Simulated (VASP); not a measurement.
Crystal: KF.

```
K F
1.0
     0.00000    2.65441    2.65441
     2.65441    0.00000    2.65441
     2.65441    2.65441    0.00000
K F
1 1
Direct
  0.00000 0.00000 0.00000
  0.50000 0.50000 0.50000
```

The cell is a database's computed one.

```yaml
Program: VASP 6.6.1
Task: relaxation of cell and atoms
Functional: PBE
Potentials_or_basis: VASP PAW PBE potentials, release 64 (K_sv, F)
Cutoff: 600 eV
k_mesh: 8 × 8 × 8
Occupations: gaussian, width 0.02 eV
Spin: no spin polarisation
```

At the start: pressure 2.1 GPa; volume 18.70 Å³/atom.

Q: Where does the relaxation end?

A: Over 3 steps the energy falls by 7.6 meV/atom and the volume is 19.95 Å³/atom (+6.6 %); space group Fm-3m (No. 225, to 0.05 Å).

Step by step:
```csv
step,energy change (eV),largest force (eV/Å),pressure (GPa),volume (Å³)
1,0.0000,0.0000,2.12,37.41
2,-0.0125,0.0000,0.85,38.76
3,-0.0153,0.0000,-0.03,39.89
```

Final structure:
```cif
data_structure
_symmetry_space_group_name_H-M 'P 1'
_symmetry_Int_Tables_number 1
_cell_length_a 3.8353
_cell_length_b 3.8353
_cell_length_c 3.8353
_cell_angle_alpha 60.000
_cell_angle_beta 60.000
_cell_angle_gamma 60.000
_cell_volume 39.89
loop_
_atom_site_label
_atom_site_type_symbol
_atom_site_fract_x
_atom_site_fract_y
_atom_site_fract_z
_atom_site_occupancy
K1 K 0.00000 0.00000 0.00000 1
F1 F 0.50000 0.50000 0.50000 1
```
